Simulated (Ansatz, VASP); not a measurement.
# Cross-check of H15C19 (amorphous poly(p-phenylene) at 300 K) between VASP and Ansatz

Wanted: the spread between two codes on one cell, functional and k mesh. Of the first pair: The structure shown is the start of the Ansatz relaxation below; VASP solves that cell, so the two are compared at the walk's first step.

Method: plane waves, with VASP 6.6.1 beside it; single point at PBE with D3(BJ), in Ansatz 0.2.0.

## 1. The starting structure

The cell holds 136 atoms: 76 C and 60 H. Cell: a = 11.173 Å, b = 10.075 Å, c = 10.800 Å, α = 90.9°, β = 91.1°, γ = 91.3°. As first built, before any earlier steps moved the atoms (in the runner's words): 2 poly(p-phenylene) chains of 6 units placed at random, at 1.2 g/cm^3; overlaps pushed apart, then 20 ps at 800 K with MMFF94 bonds, angles, torsions, charges and radii (Halgren, J. Comput. Chem. 17, 490 (1996)) in harmonic and 12-6 forms; charges of ions scaled by 0.8. Snapshot after 30 ps at 300 K and fixed volume.

## 2. Ansatz: relaxation, PBE with D3(BJ)

Ansatz runs on its default PAW (the set named soft_2) files.

The two programs are compared at the cell with which this relaxation starts, whose forces are those of its first step.

input.yaml reads:

```yaml
crystal:
  lattice:
    - [11.17144, -0.11729, -0.10502]
    - [-0.11729, 10.07364, -0.07951]
    - [-0.10502, -0.07951, 10.7991]
  atoms:
    - { symbol: C, position: [0.42116, 0.7841, 0.82252] }
    - { symbol: C, position: [0.3432, 0.89412, 0.84713] }
    - { symbol: C, position: [0.28603, 0.9047, 0.95612] }
    - { symbol: C, position: [0.21299, 0.00579, 0.97946] }
    - { symbol: C, position: [0.19394, 0.10143, 0.89438] }
    - { symbol: C, position: [0.2516, 0.09076, 0.78545] }
    - { symbol: C, position: [0.3244, 0.98931, 0.76243] }
    - { symbol: C, position: [0.10889, 0.20204, 0.9156] }
    - { symbol: C, position: [0.08193, 0.24268, 0.03205] }
    - { symbol: C, position: [0.98838, 0.32039, 0.05273] }
    - { symbol: C, position: [0.91562, 0.35971, 0.95844] }
    - { symbol: C, position: [0.95081, 0.33139, 0.84166] }
    - { symbol: C, position: [0.0453, 0.25479, 0.82074] }
    - { symbol: C, position: [0.8014, 0.4137, 0.98209] }
    - { symbol: C, position: [0.73509, 0.47648, 0.89509] }
    - { symbol: C, position: [0.62184, 0.51146, 0.91701] }
    - { symbol: C, position: [0.57134, 0.48953, 0.02843] }
    - { symbol: C, position: [0.63893, 0.43169, 0.11685] }
    - { symbol: C, position: [0.75002, 0.39242, 0.093] }
    - { symbol: C, position: [0.45181, 0.52591, 0.05491] }
    - { symbol: C, position: [0.4295, 0.60042, 0.15699] }
    - { symbol: C, position: [0.31829, 0.64042, 0.18033] }
    - { symbol: C, position: [0.22393, 0.60613, 0.10446] }
    - { symbol: C, position: [0.24588, 0.5254, 0.00583] }
    - { symbol: C, position: [0.35753, 0.48716, 0.98103] }
    - { symbol: C, position: [0.10889, 0.66129, 0.12303] }
    - { symbol: C, position: [0.02846, 0.66899, 0.02775] }
    - { symbol: C, position: [0.92461, 0.73136, 0.04095] }
    - { symbol: C, position: [0.89762, 0.79355, 0.14872] }
    - { symbol: C, position: [0.97575, 0.7824, 0.24565] }
[... 100 atom lines left out ...]
    - { symbol: H, position: [0.91145, 0.28392, 0.34027] }
    - { symbol: H, position: [0.73957, 0.20984, 0.66945] }
    - { symbol: H, position: [0.62353, 0.40325, 0.64218] }
    - { symbol: H, position: [0.86116, 0.0296, 0.47724] }
    - { symbol: H, position: [0.91159, 0.08885, 0.61764] }
    - { symbol: H, position: [0.9897, 0.12539, 0.4861] }
kpoints:
  mp_grid: { grid: [1, 1, 1] }
hamiltonian:
  xc: pbe
  dispersion: d3bj
scf:
  occupations: { method: fixed }
output:
  forces: true
  eigenvalues: true
  stress: true
relax:
  f_tol: 0.05
  max_steps: 70
```

Launch:

```bash
$ ansatz run input.yaml --threads 4 --pin off --max-ram 8192MiB --backend cpu --events-out ev --progress --plain --runs-dir out
```

Numbers of over 12 decimals in the logs are rounded to 6 here.

What it wrote:

```text
Warning: output.stress: scf.convergence.dr2_threshold = 1e-7 eV (the SCF's general default) is looser than the 1.08e-8 eV advised for a printed stress (1e-10 eV for each atom of the cell: 136, of which 108 are counted). What an SCF threshold leaves in a stress goes as its square root, and in the free energy as the threshold itself, and one threshold admits the most on a small cell: [figures from the program's tests c [...]
Engine: ansatz 0.2.0, x86_64-unknown-linux-gnu
Pseudopotentials: kind: paw
Pseudopotential: C, paw, valence charge 4, recommended cutoff 420 eV (normal), C.paw.azcp
Pseudopotential: H, paw, valence charge 1, recommended cutoff 420 eV (normal), H.paw.azcp
Functional definition: PBE
  parameter kappa = 0.804
  parameter beta = 0.066725
  exchange = pbe_x(kappa = kappa, mu = beta*pi^2/3)
  correlation = pbe_c(beta = beta)
Crystal: 136 atoms, lattice volume = 1214.967 Å³
Basis set: ecut = 420 eV, 23717 PW (Γ), exchange–correlation on 150×144×150 points (8 copies of the dense FFT grid, shifted against one another)
Bands: 318, of which v1, the nominal top of the filled ones, is band 182 counted from 1 (181 counted from 0)
Symmetry: 1 space group operations
Space group: P1 (ITA 1), of the structure as read, at distance tolerance 1.1e-4 Å
k-points: 1
Non-local potential: C, projectors of the file, l = 0: 2, l = 1: 2, l = 2: 1
Non-local potential: H, projectors of the file, l = 0: 2, l = 1: 1
PAW form: soft (Blöchl's): semilocal exchange-correlation on the pseudo side does not see the compensation charge
PAW one-centre angular grid: C, 110 points (default); XC on 64 Gauss nodes
PAW one-centre angular grid: H, 110 points (default); XC on 64 Gauss nodes
Initial density: superposition of atomic densities (neutral atoms: chi_scale 0, normalization atom), corrected by the library's trained network
Initial wavefunctions: pseudopotential atomic-orbital guess
Functional: x = pbe(κ = 0.804, μ = 0.219515), c = pbe(β = 0.066725)
SCF iter   1: F=—  HF=-20029.291415 eV  |F-HF|=—  |Δ(HF+E_count)|=         —  Δρ=4.19e-3  dr2=2.74e-1  ethr=1.77e-3  ⟨swp⟩=5.0  Hψ=1102  notcnv=0  defer=134
preconditioner: auto → Resta (q_TF=auto, 2.232 Å⁻¹)  ε∞=2.6  [insulator: Δε(μ)=2.907 eV  Ē_g=15.919 eV  n_scr=232 (ndim 8)  ℏωp=20.3 eV  f_vac=0.139  ε∞_Penn≈2.6]
SCF iter   2: F=—  HF=-20029.250246 eV  |F-HF|=—  |Δ(HF+E_count)|=   4.12e-2  Δρ=2.01e-3  dr2=4.60e-2  ethr=7.53e-5  ⟨swp⟩=3.0  Hψ=550  notcnv=0  defer=134
SCF iter   3: F=—  HF=-20029.257588 eV  |F-HF|=—  |Δ(HF+E_count)|=   7.34e-3  Δρ=7.14e-4  dr2=7.09e-3  ethr=1.26e-5  ⟨swp⟩=3.0  Hψ=305  notcnv=0  defer=134
SCF iter   4: F=—  HF=-20029.259532 eV  |F-HF|=—  |Δ(HF+E_count)|=   1.94e-3  Δρ=2.00e-4  dr2=8.24e-4  ethr=1.95e-6  ⟨swp⟩=2.0  Hψ=318  notcnv=0  defer=134
SCF iter   5: F=—  HF=-20029.259800 eV  |F-HF|=—  |Δ(HF+E_count)|=   2.67e-4  Δρ=8.03e-5  dr2=1.35e-4  ethr=2.26e-7  ⟨swp⟩=2.0  Hψ=333  notcnv=0  defer=134
SCF iter   6: F=-20029.259832 eV  HF=-20029.259828 eV  |F-HF|=3.65e-6  |Δ(HF+E_count)|=   2.86e-5  Δρ=2.91e-5  dr2=1.32e-5  ethr=1.72e-8  ⟨swp⟩=18.0  Hψ=2495  notcnv=0
SCF 1 converged in 6 iterations: F = -20029.259832 eV  dr2 = 1.32e-5
  greatest PAW one-centre occupation: 0.701 electrons in one spin orbital (limit 2), on the C atom at site 18 (counted from 0), in its partial waves of l = 0
relax step   1: F+E_penalty+E_count = -20029.25983197 eV  Δ(F+E_penalty+E_count) = +0.000e0 eV  max|allowed force component| = 1.430e0 eV/Å  Δτ_max = 0.0000 Å  (6 SCF iters, dr2 threshold 6.25e-5 eV, accepted)
Initial density: handed on by an earlier stage of this run
Initial wavefunctions: those handed on with the density
iter 1 solved again at ethr=2.47e-3 eV; its pass at ethr=3.10e-3 eV (dr2=8.99e0 eV) is discarded
SCF iter   1: F=—  HF=-20037.261296 eV  |F-HF|=—  |Δ(HF+E_count)|=         —  Δρ=3.59e-2  dr2=9.06e0  ethr=2.47e-3  ⟨swp⟩=1.0  Hψ=1281  notcnv=0  defer=132
[...]
- { symbol: C, position: [0.964079, 0.798145, 0.252890] }
    - { symbol: C, position: [0.066809, 0.723653, 0.243054] }
    - { symbol: C, position: [0.777629, 0.892102, 0.157578] }
    - { symbol: C, position: [0.668882, 0.847383, 0.102995] }
    - { symbol: C, position: [0.567211, 0.923764, 0.109801] }
    - { symbol: C, position: [0.569517, 0.048161, 0.169804] }
    - { symbol: C, position: [0.678015, 0.092363, 0.224537] }
    - { symbol: C, position: [0.780379, 1.016075, 0.218503] }
    - { symbol: C, position: [0.458713, 0.129225, 0.176008] }
    - { symbol: H, position: [0.459238, 0.748965, 0.713294] }
    - { symbol: H, position: [0.394406, 0.660156, 0.838338] }
    - { symbol: H, position: [0.519235, 0.767689, 0.865370] }
    - { symbol: H, position: [0.307531, 0.800336, 0.018591] }
    - { symbol: H, position: [0.178220, -0.012344, 0.065144] }
    - { symbol: H, position: [0.248015, 0.146286, 0.704899] }
    - { symbol: H, position: [0.371250, 0.955500, 0.657616] }
    - { symbol: H, position: [0.150297, 0.196076, 0.113473] }
    - { symbol: H, position: [0.983342, 0.344341, 0.152731] }
    - { symbol: H, position: [0.917107, 0.372792, 0.760374] }
    - { symbol: H, position: [0.085736, 0.230812, 0.721312] }
    - { symbol: H, position: [0.779771, 0.497953, 0.802320] }
    - { symbol: H, position: [0.571571, 0.555431, 0.842031] }
    - { symbol: H, position: [0.607937, 0.415108, 0.214560] }
    - { symbol: H, position: [0.808760, 0.338027, 0.167273] }
    - { symbol: H, position: [0.499811, 0.624147, 0.231031] }
    - { symbol: H, position: [0.296868, 0.691790, 0.276799] }
    - { symbol: H, position: [0.164852, 0.489759, 0.945357] }
    - { symbol: H, position: [0.369210, 0.419804, 0.901575] }
    - { symbol: H, position: [0.037033, 0.629634, 0.940395] }
    - { symbol: H, position: [0.850799, 0.749053, 0.961848] }
    - { symbol: H, position: [0.943960, 0.845534, 0.341318] }
    - { symbol: H, position: [0.123903, 0.713266, 0.324983] }
    - { symbol: H, position: [0.663803, 0.750128, 0.057380] }
[...]
- { symbol: C, position: [0.565533, 0.183207, 0.886261] }
    - { symbol: C, position: [0.656259, 0.084375, 0.847988] }
    - { symbol: C, position: [0.770527, 0.080152, 0.902515] }
    - { symbol: C, position: [0.854998, 0.991566, 0.859904] }
    - { symbol: C, position: [0.826763, 0.901506, 0.762766] }
    - { symbol: C, position: [0.711388, 0.904842, 0.709359] }
    - { symbol: C, position: [0.628979, 0.995078, 0.750768] }
    - { symbol: C, position: [0.912647, 0.805800, 0.714757] }
    - { symbol: C, position: [0.870462, 0.685795, 0.660306] }
    - { symbol: C, position: [0.948546, 0.595709, 0.610122] }
    - { symbol: C, position: [0.072288, 0.621263, 0.613125] }
    - { symbol: C, position: [0.115210, 0.740056, 0.668051] }
    - { symbol: C, position: [0.036729, 0.830801, 0.717994] }
    - { symbol: C, position: [0.150920, 0.517437, 0.566598] }
    - { symbol: C, position: [0.245705, 0.472782, 0.640667] }
[...]
- { symbol: C, position: [0.457930, 0.672993, 0.485202] }
    - { symbol: C, position: [0.714547, 0.434904, 0.474595] }
    - { symbol: C, position: [0.804660, 0.403356, 0.391374] }
    - { symbol: C, position: [0.872972, 0.290927, 0.406512] }
    - { symbol: C, position: [0.857321, 0.208068, 0.507850] }
    - { symbol: C, position: [0.771112, 0.242839, 0.594406] }
    - { symbol: C, position: [0.699795, 0.352781, 0.577323] }
    - { symbol: C, position: [0.929918, 0.086439, 0.524328] }
[...]
- { symbol: H, position: [0.365636, 0.672269, 0.516102] }
    - { symbol: H, position: [0.820879, 0.468729, 0.313976] }
    - { symbol: H, position: [0.941258, 0.267372, 0.339330] }
    - { symbol: H, position: [0.760639, 0.183138, 0.676647] }
    - { symbol: H, position: [0.634865, 0.378390, 0.647380] }
    - { symbol: H, position: [0.878687, -0.00382959, 0.495303] }
    - { symbol: H, position: [0.955333, 0.073175, 0.621778] }
    - { symbol: H, position: [1.011397, 0.091338, 0.469452] }
```

The column dr2 measures how far the density is from self-consistency, as an energy; F and HF (Harris–Foulkes) agree once it is small.

## 3. VASP: single point, PBE with D3(BJ), start cell, pair 1

The same cell, functional and mesh now go to VASP, with its own data sets.

Lines of VASP's logs that name or quote its potential files are left out, and so is its time.

INCAR reads:

```
SYSTEM = H15C19
PREC = Accurate
ENCUT = 520
EDIFF = 1E-06
NELM = 120
ISMEAR = 0
SIGMA = 0.01
LREAL = Auto
ALGO = Normal
GGA = PE
IVDW = 12
NBANDS = 277
LORBIT = 11
LWAVE = .FALSE.
LCHARG = .FALSE.
ISIF = 2
LASPH = .TRUE.
GGA_COMPAT = .FALSE.
EFERMI = MIDGAP
```

POSCAR reads:

```
H15C19
1.0
   11.1714400000     -0.1172900000     -0.1050200000
   -0.1172900000     10.0736400000     -0.0795100000
   -0.1050200000     -0.0795100000     10.7991000000
C H
76 60
Direct
    0.4211585610      0.7840955441      0.8225197941
    0.3431998436      0.8941166411      0.8471293035
    0.2860262318      0.9047046930      0.9561233385
    0.2129933827      0.0057932557      0.9794639541
    0.1939431917      0.1014290760      0.8943831004
    0.2515998657      0.0907577772      0.7854487104
    0.3243992249      0.9893116469      0.7624272926
    0.1088896265      0.2020393167      0.9156040535
    0.0819258353      0.2426786434      0.0320488958
    0.9883790199      0.3203926101      0.0527334668
    0.9156156734      0.3597108791      0.9584371448
    0.9508139175      0.3313937757      0.8416630642
    0.0453010674      0.2547907335      0.8207365363
    0.8013972996      0.4137016639      0.9820870409
    0.7350877641      0.4764799197      0.8950916128
    0.6218440272      0.5114583679      0.9170090206
    0.5713411196      0.4895323952      0.0284306067
    0.6389333408      0.4316941645      0.1168546252
    0.7500190608      0.3924166250      0.0929955318
    0.4518084371      0.5259130166      0.0549086744
    0.4294979702      0.6004242810      0.1569895280
    0.3182896451      0.6404209960      0.1803341623
    0.2239339024      0.6061335422      0.1044634475
    0.2458802940      0.5254012576      0.0058335419
    0.3575337405      0.4871562939      0.9810337890
    0.1088922130      0.6612857014      0.1230301309
    0.0284636509      0.6689880663      0.0277505064
    0.9246061929      0.7313645529      0.0409527588
    0.8976187403      0.7935469782      0.1487219157
    0.9757529241      0.7823961911      0.2456484238
[... 100 atom lines left out ...]
    0.9114523659      0.2839151494      0.3402686169
    0.7395660683      0.2098418889      0.6694496539
    0.6235309608      0.4032498211      0.6421781088
    0.8611594820      0.0295971433      0.4772427552
    0.9115911678      0.0888486590      0.6176440316
    0.9896984498      0.1253897585      0.4860967924
```

KPOINTS reads:

```
Automatic mesh
0
Gamma
1 1 1
0 0 0
```

Potentials, in the order of the species: C and H (PBE family, release 64).

Launch:

```bash
$ export OMP_NUM_THREADS=3
$ mpirun -np 1 vasp_gam
```

What it wrote:

```text
[banner, memory and clock lines left out]
running    1 mpi-ranks, on    1 nodes
[...]
Offloading initialized ...    1 GPUs detected
[...]
LDA part: xc-table for (Slater+PW92), standard interpolation
 POSCAR, INCAR and KPOINTS ok, starting setup
[...]
entering main loop
       N       E                     dE             d eps       ncg     rms          rms(c)
DAV:   1     0.253738075497E+04    0.25374E+04   -0.19506E+05   562   0.124E+03
DAV:   2    -0.707903245564E+03   -0.32453E+04   -0.30464E+04   708   0.296E+02
DAV:   3    -0.993160762431E+03   -0.28526E+03   -0.28201E+03   684   0.889E+01
DAV:   4    -0.999968198006E+03   -0.68074E+01   -0.67908E+01   692   0.156E+01
[...]
DAV:  15    -0.897917326796E+03    0.21463E-05   -0.40375E-05   652   0.144E-02    0.966E-03
DAV:  16    -0.897917324565E+03    0.22304E-05   -0.10167E-05   636   0.968E-03    0.494E-03
DAV:  17    -0.897917325200E+03   -0.63464E-06   -0.39242E-06   668   0.600E-03
   1 F= -.90933209E+03 E0= -.90933209E+03  d E =0.000000E+00
```

From OUTCAR (step 3):

```text
  FREE ENERGIE OF THE ION-ELECTRON SYSTEM (eV)
  ---------------------------------------------------
  free  energy   TOTEN  =      -909.3320889000 eV

  energy  without entropy=     -909.3320889000  energy(sigma->0) =     -909.33208890
```

The run ends at a pressure of 17.83 GPa, with forces up to 1.4 eV/Å.

## 4. Side by side

Known differences besides the potentials themselves: fixed occupations in Ansatz, narrow Gaussian smearing in VASP; the cutoff is 420 eV in Ansatz and 520 eV in VASP (PREC = Accurate, projectors in real space). Total energies have different zeros and are not compared.

Forces on 10 of the 136 atoms, those with the largest forces and the largest differences (eV/Å; atoms numbered as in POSCAR):

| atom | Ansatz x, y, z | VASP x, y, z |
| --- | --- | --- |
| C41 | 0.318, 0.686, 0.874 | 0.333, 0.718, 0.915 |
| C56 | -0.300, -0.589, -0.963 | -0.310, -0.613, -1.006 |
| C66 | 1.056, -0.070, -0.465 | 1.109, -0.063, -0.487 |
| H84 | 0.806, -0.430, 1.112 | 0.809, -0.431, 1.116 |
| H87 | 0.314, -0.356, -1.355 | 0.316, -0.357, -1.364 |
| H90 | -0.577, -0.260, 1.288 | -0.579, -0.261, 1.296 |
| H95 | 0.246, -0.861, -1.126 | 0.248, -0.866, -1.133 |
| H98 | -0.327, 0.580, 1.270 | -0.328, 0.584, 1.278 |
| H120 | -0.369, -0.715, -1.194 | -0.371, -0.718, -1.199 |
| H122 | -1.430, 0.051, -0.135 | -1.438, 0.051, -0.136 |

The forces differ by 15 meV/Å r.m.s., which is 2.2 % of the r.m.s. force of 0.702 eV/Å (both taken over all components).

(Part 1 of 2 ends here.)

[Lines on the potential files, build, host, timing and source positions are cut from VASP's logs without a mark.]

[Logs are printed without paths, hosts, clocks, repeated set-up lines and the standing remarks that a program may print on its own settings, such as how far it seeks lower states.]

[Hosts, paths, dates, database ids (printed as entryN), source tags and the programs' standing remarks are cut or masked in the printed files.]

[The MMFF94 radii named for the starting cell were scaled by 0.96; in molecules described by MMFF94, hydrogen bound to N, O or S took a small fixed 12-6 site in their place.]
